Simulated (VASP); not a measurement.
# linear Pd chain, spacing 2.395 A: magnetic orders, part 3 of 3

Wanted: the lowest of several collinear orders of linear Pd chain, spacing 2.395 A.

VASP 6.6.1, plane waves and PAW; the level of theory is named at each step.

So far. Step 3 (Magnetic order, start order AFM 1, signs +-): The largest moment at the end is 0.00 μB, and the moments of the cell sum to 0.00 μB. Step 4 (No spin polarisation): Energy at zero smearing: -4.27797 eV.

## Step 5: Summary

This step: collinear magnetic orders, LDA, DFT+U (Pd d 2 eV); plane waves and PAW (VASP 6.6.1).

This step runs nothing: it gathers the runs above.

This step gave:

```yaml
mean_moment_in_the_lowest_run: 0.675 μB
```

Orders, by row:

```
order  signs  energy above the lowest (meV/magnetic atom)  total moment (μB)  mean moment on carriers (μB)  gap on the mesh (eV)  signs at the end, of the atoms given a moment
   fm     ++                                            0              1.398                         0.675                     0                                             ++
afm 1     +-                                        50.98                  0                             0                     0                                             --
   nm                                               50.98                  0                             0                     0                                              -
```

## Step 6: Magnetic order, bad settings

This step: LDA, DFT+U (Pd d 2 eV), spin-polarised, from parallel moments; plane waves and PAW (Pd) (VASP 6.6.1).

As a lesson, the run is repeated with a fault in its input.

INCAR reads:

```
SYSTEM = Pd
PREC = Normal
ENCUT = 350
EDIFF = 1E-05
NELM = 93
ISMEAR = 1
SIGMA = 0.1
LREAL = .FALSE.
ALGO = Fast
GGA = CA
NBANDS = 19
ISPIN = 2
MAGMOM = 1 1
LDAU = .TRUE.
LDAUTYPE = 2
LDAUL = 2
LDAUU = 2
LDAUJ = 0
LDAUPRINT = 1
LASPH = .TRUE.
LMAXMIX = 4
LORBIT = 11
LWAVE = .FALSE.
LCHARG = .FALSE.
NCORE = 2
```

POSCAR reads:

```
Pd
1.0
   22.6767100000      0.0000000000      0.0000000000
    0.0000000000     22.6767100000      0.0000000000
    0.0000000000      0.0000000000      9.0517900000
Pd
2
Direct
    0.5000000000      0.5000000000      0.0000000000
    0.5000000000      0.5000000000      0.5000000000
```

KPOINTS reads:

```
Automatic mesh
0
Gamma
1 1 4
0 0 0
```

PAW data sets: Pd (LDA family, release 64).

Run with:

```console
> mpirun -np 2 vasp_std
```

The log of the run:

```text
[... set-up lines as in an earlier step ...]
 entering main loop
       N       E                     dE             d eps       ncg     rms          rms(c)
DAV:   1     0.148741770808E+03    0.14874E+03   -0.20287E+03   228   0.357E+02
DAV:   2     0.106197068982E+03   -0.42545E+02   -0.36903E+02   389   0.366E+01
DAV:   3     0.156323642101E+02   -0.90565E+02   -0.83443E+02   440   0.368E+01
DAV:   4    -0.252765161435E+01   -0.18160E+02   -0.16498E+02   284   0.367E+01
DAV:   5    -0.285226803445E+01   -0.32462E+00   -0.32095E+00   249   0.591E+00    0.877E+00
RMM:   6    -0.122351813701E+01    0.16287E+01   -0.70828E+00   238   0.163E+01    0.424E+00
RMM:   7    -0.142903444330E+01   -0.20552E+00   -0.12757E+00   246   0.406E+00    0.292E+00
RMM:   8    -0.149566776318E+01   -0.66633E-01   -0.17129E-01   249   0.190E+00    0.191E+00
RMM:   9    -0.152425864655E+01   -0.28591E-01   -0.62364E-02   275   0.125E+00    0.145E+00
RMM:  10    -0.149011953960E+01    0.34139E-01   -0.45197E-02   269   0.937E-01    0.124E+00
RMM:  11    -0.155406049530E+01   -0.63941E-01   -0.13730E-02   267   0.673E-01    0.733E-01
RMM:  12    -0.158237338246E+01   -0.28313E-01   -0.11868E-02   264   0.436E-01    0.194E+00
RMM:  13    -0.158926688277E+01   -0.68935E-02   -0.16083E-03   268   0.205E-01    0.580E-01
RMM:  14    -0.161813548140E+01   -0.28869E-01   -0.16748E-03   284   0.192E-01    0.394E-01
RMM:  15    -0.164323886529E+01   -0.25103E-01   -0.47130E-03   326   0.246E-01    0.406E-01
RMM:  16    -0.165050106696E+01   -0.72622E-02   -0.17176E-03   313   0.161E-01    0.263E-01
RMM:  17    -0.165412163365E+01   -0.36206E-02   -0.81140E-04   311   0.109E-01    0.162E+00
RMM:  18    -0.165372073726E+01    0.40090E-03   -0.33797E-04   305   0.105E-01    0.364E-01
RMM:  19    -0.165916665730E+01   -0.54459E-02   -0.37342E-04   319   0.926E-02    0.101E+00
RMM:  20    -0.165754383574E+01    0.16228E-02   -0.19917E-04   305   0.757E-02    0.352E-01
RMM:  21    -0.166047287072E+01   -0.29290E-02   -0.12841E-04   319   0.580E-02    0.198E-01
RMM:  22    -0.166099691581E+01   -0.52405E-03   -0.11128E-04   319   0.348E-02    0.507E-02
RMM:  23    -0.166132657942E+01   -0.32966E-03   -0.37659E-05   280   0.213E-02    0.704E-02
RMM:  24    -0.166142915638E+01   -0.10258E-03   -0.11427E-05   245   0.119E-02    0.450E-02
RMM:  25    -0.166153726271E+01   -0.10811E-03   -0.84321E-06   249   0.110E-02    0.252E-02
RMM:  26    -0.166163502583E+01   -0.97763E-04   -0.87791E-06   250   0.112E-02    0.886E-03
RMM:  27    -0.166168948641E+01   -0.54461E-04   -0.75253E-06   250   0.902E-03    0.483E-03
RMM:  28    -0.166169878888E+01   -0.93025E-05   -0.27235E-06   203   0.496E-03
   1 F= -.16616988E+01 E0= -.16674249E+01  d E =0.171783E-01  mag=    -0.0714
```

It took 2.3 min on 2 MPI ranks of AMD EPYC 7R43, shared host; peak memory 1.1 GiB; 4.6 min of CPU time.

From OUTCAR (step 6):

```text
   k-points           NKPTS =      3   k-points in BZ     NKDIM =      3   number of bands    NBANDS=     19

   ENCUT  =  350.0 eV  25.72 Ry    5.07 a.u.  34.59 34.59 13.81*2*pi/ulx,y,z

   NELECT =      20.0000    total number of electrons

atom =   1  type =  1  l = 2

 onsite density matrix

spin component  1

  0.9447 -0.0000  0.0000  0.0000  0.0000
 -0.0000  0.9437 -0.0000 -0.0000 -0.0000
  0.0000 -0.0000  0.8820 -0.0000  0.0000
  0.0000 -0.0000 -0.0000  0.9437  0.0000
  0.0000 -0.0000  0.0000  0.0000  0.9447

spin component  2

  0.9430  0.0000 -0.0000  0.0000 -0.0000
  0.0000  0.9425  0.0000  0.0000  0.0000
 -0.0000  0.0000  0.9281 -0.0000  0.0000
  0.0000  0.0000 -0.0000  0.9425 -0.0000
 -0.0000  0.0000  0.0000 -0.0000  0.9430

 occupancies and eigenvectors

  o =  0.8820  v =  0.0000  0.0000 -1.0000 -0.0000  0.0000  0.0000  0.0000  0.0000  0.0000  0.0000      0.0000  0.0000  0.0000  0.0000  0.0000  0.0000  0.0000  0.0000  0.0000  0.0000
  o =  0.9281  v =  0.0000  0.0000  0.0000  0.0000  0.0000  0.0000  0.0000 -1.0000 -0.0000 -0.0000      0.0000  0.0000  0.0000  0.0000  0.0000  0.0000  0.0000  0.0000  0.0000  0.0000
  o =  0.9425  v =  0.0000  0.0000  0.0000  0.0000  0.0000  0.0000  0.0933 -0.0000  0.9956  0.0000      0.0000  0.0000  0.0000  0.0000  0.0000  0.0000  0.0000  0.0000  0.0000  0.0000
  o =  0.9425  v =  0.0000  0.0000  0.0000  0.0000  0.0000  0.0000 -0.9956 -0.0000  0.0933 -0.0000      0.0000  0.0000  0.0000  0.0000  0.0000  0.0000  0.0000  0.0000  0.0000  0.0000
  o =  0.9430  v =  0.0000  0.0000  0.0000  0.0000  0.0000  1.0000  0.0000  0.0000  0.0000  0.0000      0.0000  0.0000  0.0000  0.0000  0.0000  0.0000  0.0000  0.0000  0.0000  0.0000
  o =  0.9430  v =  0.0000  0.0000  0.0000  0.0000  0.0000  0.0000  0.0000  0.0000  0.0000 -1.0000      0.0000  0.0000  0.0000  0.0000  0.0000  0.0000  0.0000  0.0000  0.0000  0.0000
  o =  0.9437  v =  0.0000  0.2580 -0.0000  0.9661  0.0000  0.0000  0.0000  0.0000  0.0000  0.0000      0.0000  0.0000  0.0000  0.0000  0.0000  0.0000  0.0000  0.0000  0.0000  0.0000
  o =  0.9437  v =  0.0000 -0.9661 -0.0000  0.2580  0.0000  0.0000  0.0000  0.0000  0.0000  0.0000      0.0000  0.0000  0.0000  0.0000  0.0000  0.0000  0.0000  0.0000  0.0000  0.0000
  o =  0.9447  v =  1.0000  0.0000  0.0000  0.0000  0.0000  0.0000  0.0000  0.0000  0.0000  0.0000      0.0000  0.0000  0.0000  0.0000  0.0000  0.0000  0.0000  0.0000  0.0000  0.0000
  o =  0.9447  v =  0.0000  0.0000 -0.0000  0.0000 -1.0000  0.0000  0.0000  0.0000  0.0000  0.0000      0.0000  0.0000  0.0000  0.0000  0.0000  0.0000  0.0000  0.0000  0.0000  0.0000

atom =   2  type =  1  l = 2

 onsite density matrix

spin component  1

  0.9447 -0.0000  0.0000 -0.0000  0.0000
 -0.0000  0.9437 -0.0000 -0.0000 -0.0000
  0.0000 -0.0000  0.8820 -0.0000  0.0000
 -0.0000 -0.0000 -0.0000  0.9437  0.0000
  0.0000 -0.0000  0.0000  0.0000  0.9447

spin component  2

  0.9430  0.0000 -0.0000 -0.0000 -0.0000
  0.0000  0.9425  0.0000  0.0000  0.0000
 -0.0000  0.0000  0.9281 -0.0000  0.0000
 -0.0000  0.0000 -0.0000  0.9425 -0.0000
 -0.0000  0.0000  0.0000 -0.0000  0.9430

 occupancies and eigenvectors

  o =  0.8820  v =  0.0000 -0.0000  1.0000 -0.0000 -0.0000  0.0000  0.0000  0.0000  0.0000  0.0000      0.0000  0.0000  0.0000  0.0000  0.0000  0.0000  0.0000  0.0000  0.0000  0.0000
  o =  0.9281  v =  0.0000  0.0000  0.0000  0.0000  0.0000  0.0000  0.0000  1.0000 -0.0000  0.0000      0.0000  0.0000  0.0000  0.0000  0.0000  0.0000  0.0000  0.0000  0.0000  0.0000
  o =  0.9425  v =  0.0000  0.0000  0.0000  0.0000  0.0000  0.0000  0.9909 -0.0000 -0.1347 -0.0000      0.0000  0.0000  0.0000  0.0000  0.0000  0.0000  0.0000  0.0000  0.0000  0.0000
  o =  0.9425  v =  0.0000  0.0000  0.0000  0.0000  0.0000  0.0000  0.1347  0.0000  0.9909 -0.0000      0.0000  0.0000  0.0000  0.0000  0.0000  0.0000  0.0000  0.0000  0.0000  0.0000
  o =  0.9430  v =  0.0000  0.0000  0.0000  0.0000  0.0000  1.0000  0.0000  0.0000  0.0000  0.0000      0.0000  0.0000  0.0000  0.0000  0.0000  0.0000  0.0000  0.0000  0.0000  0.0000
  o =  0.9430  v =  0.0000  0.0000  0.0000  0.0000  0.0000  0.0000  0.0000 -0.0000  0.0000  1.0000      0.0000  0.0000  0.0000  0.0000  0.0000  0.0000  0.0000  0.0000  0.0000  0.0000
  o =  0.9437  v =  0.0000  0.9750  0.0000 -0.2221 -0.0000  0.0000  0.0000  0.0000  0.0000  0.0000      0.0000  0.0000  0.0000  0.0000  0.0000  0.0000  0.0000  0.0000  0.0000  0.0000
  o =  0.9437  v =  0.0000 -0.2221 -0.0000 -0.9750  0.0000  0.0000  0.0000  0.0000  0.0000  0.0000      0.0000  0.0000  0.0000  0.0000  0.0000  0.0000  0.0000  0.0000  0.0000  0.0000
  o =  0.9447  v =  1.0000  0.0000  0.0000  0.0000  0.0000  0.0000  0.0000  0.0000  0.0000  0.0000      0.0000  0.0000  0.0000  0.0000  0.0000  0.0000  0.0000  0.0000  0.0000  0.0000
  o =  0.9447  v =  0.0000  0.0000  0.0000  0.0000  1.0000  0.0000  0.0000  0.0000  0.0000  0.0000      0.0000  0.0000  0.0000  0.0000  0.0000  0.0000  0.0000  0.0000  0.0000  0.0000

 E-fermi :  -4.5489

 spin component 1
 k-point     1 :       0.0000    0.0000    0.0000
  band No.  band energies     occupation
    ...
      6      -4.7566      1.00619
      7      -4.7566      1.00620
      8      -4.7264      1.01544
      9      -4.7264      1.01544
     10      -4.5833      0.77238
     11      -3.8563     -0.00000
     12      -2.6529     -0.00000
     13      -0.9352      0.00000
     14      -0.6377      0.00000
     15      -0.6377      0.00000
    ...

 k-point     2 :       0.0000    0.0000    0.2500
  band No.  band energies     occupation
    ...
      6      -4.7589      1.00572
      7      -4.7589      1.00572
      8      -4.7427      1.00972
      9      -4.7427      1.00972
     10      -4.6108      0.92807
     11      -3.7675     -0.00000
     12      -3.0020     -0.00000
     13      -0.5175      0.00000
     14      -0.5175      0.00000
     15      -0.3334      0.00000
    ...

  Total       -0.3785338     -0.3785338     -1.3907741      0.0000000      0.0000000      0.0000000
  in kB       -0.1302929     -0.1302929     -0.4787101      0.0000000      0.0000000      0.0000000
  external PRESSURE =      -0.2464320 kB  Pullay stress =       0.0000000 kB

 POSITION                                       TOTAL-FORCE (eV/Angst)
 -----------------------------------------------------------------------------------
     11.33835     11.33835      0.00000         0.000000      0.000000      0.000000
     11.33835     11.33835      4.52590        -0.000000      0.000000     -0.000000
 -----------------------------------------------------------------------------------
    total drift:                                0.000000      0.000000      0.000000

  FREE ENERGIE OF THE ION-ELECTRON SYSTEM (eV)
  ---------------------------------------------------
  free  energy   TOTEN  =        -1.6616987889 eV

  energy  without entropy=       -1.6788770980  energy(sigma->0) =       -1.66742489

 magnetization (x)
# of ion       s       p       d       tot
------------------------------------------
    1        0.001   0.000  -0.040  -0.039
    2        0.001   0.000  -0.040  -0.039
--------------------------------------------------
tot          0.002   0.000  -0.081  -0.079

[... 1 part as in an earlier step ...]

[... 13 further parts left out ...]
```

The fault in the input: cell typed in bohr. The run ended without an error; the comparison shows what it cost.

Against the run that it repeats, EDIFF, ALGO and AMIX also differ.

Side by side:

```
                                              quantity  this run  the run it repeats  difference
                          energy at zero smearing (eV)   -1.6674             -4.3799        2.71
                              free energy (TOTEN) (eV)   -1.6617             -4.3805        2.72
                                     Fermi energy (eV)   -4.5489             -5.0648       0.516
moment of the cell, from the last line of the log (μB)   -0.0714              1.3974       -1.47
                                     electronic cycles        28                  14          14
```

The moment of the cell, from the last line of the log changes sign: -0.0714 μB against 1.40 μB.

The energy is off by more than 1 eV an atom and means nothing for this system.

## Step 7: Results

```json
{
  "mean moment in the lowest run": "0.675 μB"
}
```

The lowest run started as fm and holds 0.68 μB on average over the atoms that were given a moment; the next state, from afm 1, lies 51.0 meV a magnetic atom higher, and it lost its moments on the way, so it is no antiferromagnet. It ends with the signs ++ and a net moment of 1.40 μB a cell: the moments given at the start all parallel. The start afm 1 ended with other signs than typed, or lost moments. No other collinear orders were tried, and their comparison leaves spin-orbit coupling out. U on a cell of metallic elements alone is a test of sensitivity more than a model of the material.

[Lines on the potential files, build, host, timing and source positions are cut from VASP's logs without a mark.]

[Logs are printed without paths, hosts, clocks, repeated set-up lines and the standing remarks that a program may print on its own settings, such as how far it seeks lower states.]

[Hosts, paths, dates, database ids (printed as entryN), source tags and the programs' standing remarks are cut or masked in the printed files.]

[In band tables of VASP the shares of atoms and orbitals are scaled to a sum of 1 inside the atoms' spheres.]

[Runs that stopped without an error message from VASP are left out.]
